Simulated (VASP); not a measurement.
Ta:

```xyz
1
Lattice="-1.6513 1.6513 1.6513 1.6513 -1.6513 1.6513 1.6513 1.6513 -1.6513" Properties=species:S:1:pos:R:3 pbc="T T T"
Ta    0.0000    0.0000    0.0000
```

```yaml
Program: VASP 6.6.1
Task: relaxation of cell and atoms
Functional: PBE
Potentials_or_basis: VASP PAW PBE potentials, release 64 (Ta_pv)
Cutoff: 520 eV
k_mesh: 18 × 18 × 18
Occupations: gaussian, width 0.1 eV
Spin: no spin polarisation
```

At the start: pressure 3.1 GPa; volume 18.01 Å³/atom.

Question: How do energy, volume and symmetry change on relaxing?

Answer: Over 3 steps the energy falls by 2.6 meV/atom and the volume is 18.29 Å³/atom (+1.5 %); space group Im-3m (No. 229, to 0.05 Å).

Step by step:
```
step  energy change (eV)  largest force (eV/Å)  pressure (GPa)  volume (Å³)
   1              0.0000                0.0000            3.05        18.01
   2              0.0101                0.0000           -6.25        18.92
   3             -0.0026                0.0000           -0.01        18.29
```

Final structure:
```yaml
crystal:
  lattice:
    - [-1.65976, 1.65976, 1.65976]
    - [1.65976, -1.65976, 1.65976]
    - [1.65976, 1.65976, -1.65976]
  atoms:
    - { symbol: Ta, position: [0.00000, 0.00000, 0.00000] }
```
